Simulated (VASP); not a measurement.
Here is the system:

```
SnTe
1.0
    0.00000     3.09888     3.09888
    3.09888     0.00000     3.09888
    3.09888     3.09888     0.00000
Sn Te
1 1
Direct
  0.00000   0.00000   0.00000
  0.50000   0.50000   0.50000
```

All values below come from PBE GGA, VASP's PBE PAW potentials (set 64) (plane waves; VASP). Run with 500 eV cut-off, 7×7×7 Γ-centred mesh, Gaussian smearing of 0.050 eV, potentials Sn_d Te.

Energy and stress use the plane-wave basis of the starting cell.

Problem. The ions, cell shape and volume at an external pressure of 10.0 GPa are relaxed. What does this cell relax into?

Solution. 
```
SnTe
1.0
    0.00000     3.02789     3.02789
    3.02789     0.00000     3.02789
    3.02789     3.02789     0.00000
Sn Te
1 1
Cartesian
  0.00000   0.00000   0.00000
  3.02789   3.02789   3.02789
```
Space group Fm-3m (225), at a tolerance of 0.03 Å.

Problem. How do energy and volume change from the first to the last step?

Solution. The energy (σ→0) changes by +91.1 meV/atom and the volume by -6.7 %, in 3 ionic steps.

The compound is SnTe in the rock salt structure, which distorts at low temperature. This run relaxes it under an external pressure of 10 GPa. Symmetry was kept, so distortions that lower it aren't found.
